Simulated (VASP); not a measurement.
# In2Bi with LDA: from relaxation to properties

What structure and properties does LDA give In2Bi, and how near are they to the measured ones? The steps: full relaxation (LDA), second relaxation, single point with fields (LDA), bands along the symmetry lines (LDA), density of states (LDA), independent-particle dielectric function (LDA), field gradients at the nuclei (LDA) and band structure (LDA), changed input. The start is a cell from a database of measured crystal structures.

Main program and level: VASP 6.6.1; LDA; plane waves and PAW (In_d, Bi_d).

**What experiment says.**

“Magnetization signature of topological surface states in a non-symmorphic superconductor” (2021, arxiv:2105.11850) reports for In2Bi, hexagonal, by single-crystal X-ray diffraction, Mo K-alpha (spherical stoichiometric single crystal, 0.3 mm diameter, 150 K): lattice constant a (a of primitive hexagonal cell) 5.4728 ± 0.0008 Å [measured at 150 K; strong X-ray absorption in a crystal too large for full data collection]; lattice constant c (c of primitive hexagonal cell) 6.5333 ± 0.0012 Å [measured at 150 K; strong X-ray absorption in a crystal too large for full data collection].

Most raw output is cut from this account.

### Step 1. Starting point

Before any relaxation, the start is as follows. It takes space group P6_3/mmc (No. 194, hexagonal). The conventional cell has a = 5.476 Å, b = 5.476 Å, c = 6.540 Å, α = 90.00°, β = 90.00°, γ = 120.00°. Nearest to In lie 8 In at 3.27 to 3.56 Å and 6 Bi at 3.56 Å. Nearest to In lie 5 Bi at 3.16 to 3.27 Å and 6 In at 3.56 Å. Nearest to Bi lie 11 In at 3.16 to 3.56 Å. Farther neighbours are not listed.

As a file:

```cif
data_structure
_symmetry_space_group_name_H-M 'P 1'
_symmetry_Int_Tables_number 1
_cell_length_a 5.4760
_cell_length_b 5.4760
_cell_length_c 6.5400
_cell_angle_alpha 90.000
_cell_angle_beta 90.000
_cell_angle_gamma 120.000
_cell_volume 169.84
loop_
_atom_site_label
_atom_site_type_symbol
_atom_site_fract_x
_atom_site_fract_y
_atom_site_fract_z
_atom_site_occupancy
In1 In 0.00000 0.00000 0.00000 1
In2 In 0.00000 0.00000 0.50000 1
In3 In 0.33333 0.66667 0.75000 1
In4 In 0.66667 0.33333 0.25000 1
Bi5 Bi 0.33333 0.66667 0.25000 1
Bi6 Bi 0.66667 0.33333 0.75000 1
```

### Step 2. Full relaxation (LDA)

The start need not lie at this functional's minimum. ISIF = 3 frees volume, shape and positions, and EDIFFG sets the threshold on forces and stress at which the search stops. LDA, the lowest rung, knows the local density alone.

File INCAR:

```
SYSTEM = In2Bi
PREC = Accurate
ENCUT = 400
EDIFF = 1E-06
NELM = 100
ISMEAR = 1
SIGMA = 0.2
LREAL = .FALSE.
ALGO = Normal
GGA = CA
NBANDS = 50
LORBIT = 11
LWAVE = .FALSE.
LCHARG = .FALSE.
KPAR = 4
IBRION = 2
NSW = 60
ISIF = 3
EDIFFG = -0.01
```

File POSCAR:

```
In2Bi
1.0
    5.4760000000      0.0000000000      0.0000000000
   -2.7380000000      4.7423551111      0.0000000000
    0.0000000000      0.0000000000      6.5400000000
In Bi
4 2
Direct
    0.0000000000      0.0000000000      0.0000000000
    0.0000000000      0.0000000000      0.5000000000
    0.3333333333      0.6666666667      0.7500000000
    0.6666666667      0.3333333333      0.2500000000
    0.3333333333      0.6666666667      0.2500000000
    0.6666666667      0.3333333333      0.7500000000
```

File KPOINTS:

```
Automatic mesh
0
Gamma
5 5 4
0 0 0
```

The projector-augmented-wave data sets are In_d and Bi_d (LDA family, release 64).

On the command line:

```console
$ mpirun -np 4 vasp_std
```

Elapsed: 57 s, on 4 MPI ranks of AMD EPYC 9R45, shared host; peak memory 0.88 GiB; 3.4 min of CPU time.

The k-mesh is coarse for a metal. The run keeps the 24 symmetry operations of its start, so it cannot find a distortion of lower symmetry.

Relaxation path:

| step | energy less that of the first step (eV) | largest force (eV/Å) | pressure (GPa) | volume (Å³) |
| --- | --- | --- | --- | --- |
| 1 | 0.0000 | 0.0000 | -2.33 | 169.84 |
| 2 | -0.1310 | 0.0000 | 0.68 | 159.86 |
| 3 | -0.1313 | 0.0000 | 0.49 | 160.32 |
| 4 | -0.1386 | 0.0000 | 0.08 | 161.70 |
| 5 | -0.1386 | 0.0000 | 0.08 | 161.78 |
| 6 | -0.1385 | 0.0000 | 0.02 | 161.94 |
| 7 | -0.1386 | 0.0000 | 0.06 | 161.81 |
| 8 | -0.1387 | 0.0000 | -0.02 | 162.05 |

| conventional cell, symmetrised | before | after | change |
| --- | --- | --- | --- |
| a (Å) | 5.476 | 5.308 | -3.1 % |
| b (Å) | 5.476 | 5.308 | -3.1 % |
| c (Å) | 6.540 | 6.642 | +1.6 % |
| volume (Å³/atom) | 28.31 | 27.01 | -4.6 % |

Final coordinates:

```cif
data_structure
_symmetry_space_group_name_H-M 'P 1'
_symmetry_Int_Tables_number 1
_cell_length_a 5.3076
_cell_length_b 5.3076
_cell_length_c 6.6421
_cell_angle_alpha 90.000
_cell_angle_beta 90.000
_cell_angle_gamma 120.000
_cell_volume 162.05
loop_
_atom_site_label
_atom_site_type_symbol
_atom_site_fract_x
_atom_site_fract_y
_atom_site_fract_z
_atom_site_occupancy
In1 In 0.00000 0.00000 0.00000 1
In2 In 0.00000 0.00000 0.50000 1
In3 In 0.33333 0.66667 0.75000 1
In4 In 0.66667 0.33333 0.25000 1
Bi5 Bi 0.33333 0.66667 0.25000 1
Bi6 Bi 0.66667 0.33333 0.75000 1
```

This step gave:

| Item | Value |
| --- | --- |
| electrons | 82 |
| bands | 50 |
| irreducible k-points | 15 |
| symmetry operations | 24 |
| free energy (TOTEN) | -22.00 eV |
| energy at zero smearing | -22.00 eV |
| Fermi energy | 7.748 eV |
| pressure | -0.01649 GPa |
| metallic | yes |
| SCF cycles over all ionic steps | 60 |

It ends with forces that vanish by symmetry and a pressure of -0.02 GPa. The volume lies -4.6 % from that of the database's start, which holds the thermal and zero-point expansion of its experiment. LDA is known to overbind.

### Step 3. Second relaxation

A relaxation keeps the plane waves of the cell it began with, so it is repeated from the new cell, on a basis made for it.

INCAR is that of step 2.

Changes to POSCAR since step 2:

```diff
@@ -2,5 +2,5 @@
 1.0
-    5.4760000000      0.0000000000      0.0000000000
-   -2.7380000000      4.7423551111      0.0000000000
-    0.0000000000      0.0000000000      6.5400000000
+    5.3076297636      0.0000000000      0.0000000000
+   -2.6538148818      4.5965422091      0.0000000000
+    0.0000000000      0.0000000000      6.6421009580
 In Bi
```

KPOINTS is that of step 2.

On the command line:

```console
$ mpirun -np 4 vasp_std
```

Elapsed: 17 s, on 4 MPI ranks; peak memory 0.83 GiB.

Little changed from the start: no atom moved by 0.005 Å and no cell edge by 0.1 %.

Numbers from this step:

| Item | Value |
| --- | --- |
| Fermi energy | 7.774 eV |
| pressure | 0.03437 GPa |
| SCF cycles over all ionic steps | 19 |

It ends with forces that vanish by symmetry and a pressure of 0.03 GPa.

### Step 4. Single point with fields (LDA)

The relaxed cell gets a fresh self-consistent run, on a basis set for its own volume, to fix the density and to check the remaining stress.

Changes to INCAR since step 3:

```diff
@@ -13,7 +13,5 @@
 LWAVE = .FALSE.
-LCHARG = .FALSE.
-KPAR = 4
-IBRION = 2
-NSW = 60
-ISIF = 3
-EDIFFG = -0.01
+LCHARG = .TRUE.
+ISIF = 2
+LELF = .TRUE.
+LVHAR = .TRUE.
```

Changes to POSCAR since step 3:

```diff
@@ -2,5 +2,5 @@
 1.0
-    5.3076297636      0.0000000000      0.0000000000
-   -2.6538148818      4.5965422091      0.0000000000
-    0.0000000000      0.0000000000      6.6421009580
+    5.3027491976      0.0000000000      0.0000000000
+   -2.6513745988      4.5923155149      0.0000000000
+    0.0000000000      0.0000000000      6.6403466881
 In Bi
```

KPOINTS is that of step 3.

On the command line:

```console
$ mpirun -np 4 vasp_std
```

Run time: 12 s. Hardware: 4 MPI ranks; peak memory 0.51 GiB; 40 s of CPU time.

Numbers from this step:

```yaml
scf_cycles: 12
bands: 52
pressure: 0.03439 GPa
```

Valence electrons inside each PAW sphere by angular momentum. Sphere charges, by row:

| atom | s (e) | p (e) | d (e) | tot (e) |
| --- | --- | --- | --- | --- |
| In1 | 1.068 | 0.416 | 9.849 | 11.33 |
| In2 | 1.068 | 0.416 | 9.849 | 11.33 |
| In3 | 1.006 | 0.537 | 9.855 | 11.4 |
| In4 | 1.006 | 0.537 | 9.855 | 11.4 |
| Bi5 | 1.525 | 1.408 | 9.917 | 12.85 |
| Bi6 | 1.525 | 1.408 | 9.917 | 12.85 |

Valence density in the ac plane at fractional y = 0.333, with atoms of In and Bi within 0.2 Å of it. It is the smooth field of the valence electrons, not physical close to the nuclei.

Ten steps, logarithmic in the rise over the least value, from '0' (0 e/Å³) to '9' (10 e/Å³), each cell a mean:
```
000000001221100
000000013443210
000000135776421
000001247898531
000001247998631
000000136887521
000000124554310
000000012232100
000000001111000
000000001111000
000000012332100
000000124676310
011100136998521
011101147998521
001100135887421
000000013554210
000000001221100
000000000111000
```
Columns run along a (5.3 Å), rows up along c (6.6 Å). Atoms in or near the plane, at fractional coordinates: In at (0.67, 0.25), Bi at (0.67, 0.75).

ELF in the ac plane at fractional y = 0.333, with atoms of In and Bi within 0.2 Å of it. It is the smooth field of the valence electrons, not physical close to the nuclei.

Values, 18 rows by 15 columns, each cell a mean:
```
0.16 0.20 0.22 0.21 0.18 0.15 0.18 0.28 0.39 0.44 0.45 0.43 0.35 0.23 0.15
0.18 0.19 0.19 0.19 0.18 0.19 0.27 0.39 0.47 0.53 0.55 0.51 0.43 0.34 0.22
0.22 0.20 0.20 0.20 0.21 0.25 0.35 0.45 0.54 0.46 0.42 0.51 0.52 0.40 0.31
0.26 0.24 0.23 0.23 0.24 0.29 0.39 0.51 0.45 0.26 0.31 0.32 0.52 0.45 0.35
0.26 0.24 0.24 0.24 0.25 0.30 0.39 0.52 0.41 0.26 0.44 0.28 0.51 0.46 0.36
0.24 0.22 0.22 0.22 0.22 0.27 0.37 0.48 0.51 0.34 0.29 0.41 0.53 0.43 0.33
0.20 0.19 0.19 0.19 0.19 0.22 0.32 0.42 0.52 0.55 0.54 0.55 0.47 0.38 0.26
0.16 0.19 0.21 0.20 0.18 0.16 0.22 0.34 0.43 0.47 0.48 0.46 0.40 0.28 0.18
0.16 0.20 0.22 0.22 0.19 0.14 0.15 0.22 0.32 0.38 0.39 0.36 0.27 0.18 0.13
0.16 0.20 0.23 0.22 0.19 0.14 0.14 0.20 0.25 0.27 0.28 0.27 0.23 0.17 0.14
0.18 0.21 0.22 0.22 0.20 0.18 0.20 0.25 0.28 0.32 0.33 0.31 0.26 0.23 0.18
0.23 0.24 0.25 0.25 0.23 0.23 0.26 0.29 0.32 0.23 0.19 0.28 0.32 0.27 0.25
0.27 0.28 0.29 0.29 0.27 0.28 0.28 0.33 0.23 0.05 0.07 0.11 0.31 0.30 0.29
0.28 0.29 0.30 0.30 0.28 0.28 0.29 0.33 0.20 0.04 0.12 0.08 0.29 0.31 0.29
0.25 0.26 0.27 0.27 0.26 0.26 0.27 0.31 0.29 0.13 0.09 0.19 0.33 0.29 0.27
0.20 0.22 0.23 0.23 0.21 0.20 0.23 0.27 0.32 0.32 0.31 0.33 0.29 0.25 0.22
0.17 0.20 0.22 0.22 0.19 0.16 0.17 0.22 0.26 0.28 0.28 0.27 0.24 0.20 0.15
0.16 0.21 0.23 0.22 0.19 0.14 0.14 0.19 0.27 0.32 0.33 0.30 0.23 0.16 0.13
```
Columns run along a (5.3 Å), rows up along c (6.6 Å). Atoms in or near the plane, at fractional coordinates: In at (0.67, 0.25), Bi at (0.67, 0.75).

Electrostatic potential energy in the ac plane at fractional y = 0.333, with atoms of In and Bi within 0.2 Å of it. With pseudopotentials it is smooth inside the atoms' cores, unlike the true potential.

Ten even steps from '0' (-89 eV) to '9' (3 eV), each cell a mean:
```
999999999999999
999999998778999
999999986324799
999999972000589
999999972000489
999999984102699
999999997556899
999999999999999
999999999999999
999999999999999
999999999888999
999999996435899
999999984001599
999999973001599
999999985213799
999999998667999
999999999999999
999999999999999
```
Columns run along a (5.3 Å; values clipped at the 3rd and 97th percentile), rows up along c (6.6 Å). Atoms in or near the plane, at fractional coordinates: In at (0.67, 0.25), Bi at (0.67, 0.75).

In this run the pressure is 0.03 GPa, small enough to go on.

### Step 5. Bands along the symmetry lines (LDA)

The mesh alone shows little of the dispersion and can miss band extrema, so KPOINTS_OPT adds a path through the symmetry points after the self-consistent cycle.

File INCAR:

```
SYSTEM = In2Bi
PREC = Accurate
ENCUT = 400
EDIFF = 1E-06
NELM = 100
ISMEAR = 1
SIGMA = 0.2
LREAL = .FALSE.
ALGO = Normal
GGA = CA
NBANDS = 60
LORBIT = 11
LWAVE = .FALSE.
LCHARG = .FALSE.
KPAR = 4
```

POSCAR is that of step 4.

KPOINTS is that of step 4.

File KPOINTS_OPT:

```
Line mode
16
Line-mode
Reciprocal
  0.00000000   0.00000000   0.00000000 GAMMA
  0.50000000   0.00000000   0.00000000 M

  0.50000000   0.00000000   0.00000000 M
  0.33333333   0.33333333   0.00000000 K

  0.33333333   0.33333333   0.00000000 K
  0.00000000   0.00000000   0.00000000 GAMMA

  0.00000000   0.00000000   0.00000000 GAMMA
  0.00000000   0.00000000   0.50000000 A

  0.00000000   0.00000000   0.50000000 A
  0.50000000   0.00000000   0.50000000 L

  0.50000000   0.00000000   0.50000000 L
  0.33333333   0.33333333   0.50000000 H

  0.33333333   0.33333333   0.50000000 H
  0.00000000   0.00000000   0.50000000 A

  0.50000000   0.00000000   0.50000000 L
  0.50000000   0.00000000   0.00000000 M

  0.33333333   0.33333333   0.00000000 K
  0.33333333   0.33333333   0.50000000 H
```

On the command line:

```console
$ mpirun -np 4 vasp_std
```

Run time: 88 s. Hardware: 4 MPI ranks; peak memory 1.1 GiB.

Spin-orbit coupling is off here; with elements this heavy it splits and shifts levels by tenths of an eV or more.

This step gave:

```
bands    : 60
pressure : 0.04933 GPa
```

Electronic bands along the path, in eV, zero at the Fermi level; # counts the bands kept:

| point | #6 | #7 | #8 | #9 | #10 | #11 | #12 | #13 |
| --- | --- | --- | --- | --- | --- | --- | --- | --- |
| Γ | -1.80 | -1.80 | -1.76 | -0.41 | -0.28 | -0.28 | 0.18 | 0.43 |
| 0.47 of the way | -1.58 | -1.57 | -1.35 | -0.77 | -0.69 | 0.69 | 0.69 | 1.67 |
| M | -3.81 | -1.85 | -1.66 | -1.17 | 1.34 | 1.93 | 2.48 | 3.68 |
| 0.47 of the way | -3.13 | -2.57 | -1.92 | 0.05 | 1.13 | 1.47 | 2.23 | 3.31 |
| K | -3.15 | -3.15 | -0.39 | 0.01 | 0.01 | 2.15 | 2.55 | 2.55 |
| 0.47 of the way | -2.01 | -1.88 | -1.66 | -1.61 | 0.47 | 0.51 | 2.21 | 2.23 |
| Γ | -1.80 | -1.80 | -1.76 | -0.41 | -0.28 | -0.28 | 0.18 | 0.43 |
| 0.53 of the way | -2.26 | -1.71 | -1.71 | -1.16 | -0.50 | -0.50 | 0.55 | 0.68 |
| A | -1.88 | -1.88 | -1.88 | -1.07 | -1.07 | -0.26 | -0.26 | -0.26 |
| 0.47 of the way | -2.71 | -1.60 | -1.60 | -0.05 | -0.05 | 1.25 | 1.25 | 2.09 |
| L | -3.26 | -0.58 | -0.58 | 0.46 | 0.46 | 2.48 | 2.48 | 3.19 |
| 0.47 of the way | -2.07 | -0.49 | -0.49 | 0.58 | 0.58 | 1.32 | 1.32 | 2.48 |
| H | -0.44 | -0.27 | -0.27 | -0.17 | -0.17 | 0.95 | 0.95 | 1.79 |
| 0.53 of the way | -2.13 | -1.41 | -1.41 | -0.49 | -0.49 | 1.85 | 1.85 | 2.45 |
| A | -1.88 | -1.88 | -1.88 | -1.07 | -1.07 | -0.26 | -0.26 | -0.26 |
| jump to L | -3.26 | -0.58 | -0.58 | 0.46 | 0.46 | 2.48 | 2.48 | 3.19 |
| 0.47 of the way | -2.39 | -2.36 | -1.79 | 0.53 | 1.77 | 2.13 | 2.26 | 2.91 |
| M | -3.81 | -1.85 | -1.66 | -1.17 | 1.34 | 1.93 | 2.48 | 3.68 |
| jump to K | -3.15 | -3.15 | -0.39 | 0.01 | 0.01 | 2.15 | 2.55 | 2.55 |
| 0.47 of the way | -2.24 | -1.93 | -0.32 | 0.23 | 0.23 | 1.56 | 1.56 | 1.97 |
| H | -0.44 | -0.27 | -0.27 | -0.17 | -0.17 | 0.95 | 0.95 | 1.79 |

Of the projections kept (In, Bi), the largest for each band there; the rest of the weight can lie on other orbitals:

| point | #6 | #7 | #8 | #9 | #10 | #11 | #12 | #13 |
| --- | --- | --- | --- | --- | --- | --- | --- | --- |
| Γ | Bi 0.60 | Bi 0.60 | In 0.91 | Bi 0.81 | In 0.66 | In 0.66 | In 0.76 | In 0.96 |
| M | Bi 0.56 | In 0.77 | Bi 0.68 | In 0.50 | In 0.89 | In 0.50 | In 0.72 | Bi 0.59 |
| K | Bi 0.57 | Bi 0.57 | In 0.57 | In 0.74 | In 0.74 | In 0.53 | Bi 0.60 | Bi 0.60 |
| Γ | Bi 0.60 | Bi 0.60 | In 0.91 | Bi 0.81 | In 0.66 | In 0.66 | In 0.76 | In 0.96 |
| A | Bi 0.73 | Bi 0.73 | Bi 0.73 | In 0.54 | In 0.54 | In 0.91 | In 0.91 | In 0.91 |
| L | Bi 0.55 | Bi 0.62 | Bi 0.62 | In 0.80 | In 0.80 | In 0.59 | In 0.59 | In 0.54 |

There is no gap at this level.

### Step 6. Density of states (LDA)

Here the states are counted by energy and projected on the atoms. The mesh is finer than in the run before.

Changes to INCAR since step 5:

```diff
@@ -5,3 +5,3 @@
 NELM = 100
-ISMEAR = 1
+ISMEAR = -5
 SIGMA = 0.2
@@ -15 +15,2 @@
 KPAR = 4
+NEDOS = 2001
```

POSCAR is that of step 5.

File KPOINTS:

```
Automatic mesh
0
Gamma
7 7 5
0 0 0
```

On the command line:

```console
$ mpirun -np 4 vasp_std
```

Elapsed: 16 s, on 4 MPI ranks; peak memory 0.98 GiB.

With tetrahedra the forces and stress of a metal are not exact derivatives of the energy.

This step gave:

- irreducible k-points: 24
- free energy (TOTEN): -21.90 eV
- Fermi energy: 7.727 eV
- pressure: 0.3434 GPa
- DOS at the Fermi level: 3.849 states/eV/cell

The density of states has structure finer than the step of the table below, so its rows give means over 0.5 eV, whole bins alone (the curve runs from -12.0 to 4.76 eV). Peaks (eV: height): total -10.72: 6.05, -2.01: 4.54, 1.26: 4.91, 3.13: 5.61; In p 1.26: 1.10, 1.65: 1.04, 3.13: 1.39, 4.14: 0.999; Bi p -2.01: 0.872, -1.62: 0.960, -0.69: 1.12, 3.13: 0.905; In s -7.14: 1.17, -6.60: 0.963, -5.90: 1.10, -4.27: 1.01; In d -10.72: 0.262, 1.65: 0.111, 3.13: 0.174, 4.14: 0.136.

States under -12.0 eV and over 4.8 eV are left out. Density of states against energy, zero at the Fermi level; means over each step; values in states/eV/cell:

| energy (eV) | total | In p | Bi p | In s | In d | Bi s |
| --- | --- | --- | --- | --- | --- | --- |
| -11.5 | 1.95 | 0.0292 | 0.00410 | 0.127 | 0.0357 | 1.13 |
| -11.0 | 3.75 | 0.0725 | 0.00521 | 0.0933 | 0.121 | 2.42 |
| -10.5 | 1.71 | 0.0273 | 0.00167 | 0.0199 | 0.0761 | 1.16 |
| -10.0 | 0 | 0 | 0 | 0 | 0 | 0 |
| -9.5 | 0 | 0 | 0 | 0 | 0 | 0 |
| -9.0 | 0 | 0 | 0 | 0 | 0 | 0 |
| -8.5 | 0 | 0 | 0 | 0 | 0 | 0 |
| -8.0 | 0 | 0 | 0 | 0 | 0 | 0 |
| -7.5 | 0 | 0 | 0 | 0 | 0 | 0 |
| -7.0 | 2.32 | 0.0652 | 0.188 | 0.856 | 0.0249 | 0.0865 |
| -6.5 | 2.38 | 0.0689 | 0.206 | 0.855 | 0.0254 | 0.145 |
| -6.0 | 2.84 | 0.0954 | 0.241 | 1.01 | 0.0272 | 0.219 |
| -5.5 | 1.64 | 0.0697 | 0.126 | 0.597 | 0.0144 | 0.121 |
| -5.0 | 1.73 | 0.110 | 0.146 | 0.612 | 0.0163 | 0.0388 |
| -4.5 | 2.24 | 0.151 | 0.175 | 0.813 | 0.0226 | 0.0467 |
| -4.0 | 1.96 | 0.148 | 0.159 | 0.705 | 0.0194 | 0.0357 |
| -3.5 | 1.47 | 0.193 | 0.207 | 0.300 | 0.0138 | 0.0218 |
| -3.0 | 2.40 | 0.376 | 0.433 | 0.263 | 0.0297 | 0.0303 |
| -2.5 | 3.07 | 0.459 | 0.581 | 0.361 | 0.0461 | 0.0369 |
| -2.0 | 3.39 | 0.491 | 0.668 | 0.435 | 0.0586 | 0.0433 |
| -1.5 | 3.29 | 0.418 | 0.785 | 0.374 | 0.0701 | 0.0290 |
| -1.0 | 2.95 | 0.343 | 0.787 | 0.332 | 0.0620 | 0.0280 |
| -0.5 | 2.91 | 0.425 | 0.669 | 0.310 | 0.0567 | 0.0514 |
| 0.0 | 2.75 | 0.522 | 0.456 | 0.286 | 0.0538 | 0.0674 |
| 0.5 | 2.30 | 0.457 | 0.356 | 0.258 | 0.0456 | 0.0511 |
| 1.0 | 3.03 | 0.685 | 0.430 | 0.261 | 0.0677 | 0.0499 |
| 1.5 | 3.79 | 0.927 | 0.493 | 0.238 | 0.0963 | 0.0604 |
| 2.0 | 3.08 | 0.789 | 0.376 | 0.155 | 0.0840 | 0.0387 |
| 2.5 | 3.36 | 0.866 | 0.446 | 0.156 | 0.0953 | 0.0326 |
| 3.0 | 4.18 | 1.05 | 0.631 | 0.222 | 0.128 | 0.0356 |
| 3.5 | 3.38 | 0.862 | 0.511 | 0.168 | 0.112 | 0.0369 |
| 4.0 | 3.59 | 0.937 | 0.509 | 0.139 | 0.127 | 0.0338 |
| 4.5 | 3.09 | 0.861 | 0.424 | 0.102 | 0.116 | 0.0240 |

The finer mesh and the other smearing move the Fermi level by -0.05 eV from the 5×5×4 run, a small shift, which tests the Fermi level alone. Of the states within 0.3 eV of the Fermi level, the largest shares in the PAW spheres are In p 19 %, Bi p 17 % and In s 10 %. The rest lies in smaller channels or between the spheres.

[end of part 1 of 2]

[Lines on the potential files, build, host, timing and source positions are cut from VASP's logs without a mark.]

[Logs are printed without paths, hosts, clocks, repeated set-up lines and the standing remarks that a program may print on its own settings, such as how far it seeks lower states.]

[Hosts, paths, dates, database ids (printed as entryN), source tags and the programs' standing remarks are cut or masked in the printed files.]

[A measured line is paired with the nearest computed mode of its activity, which favours agreement.]
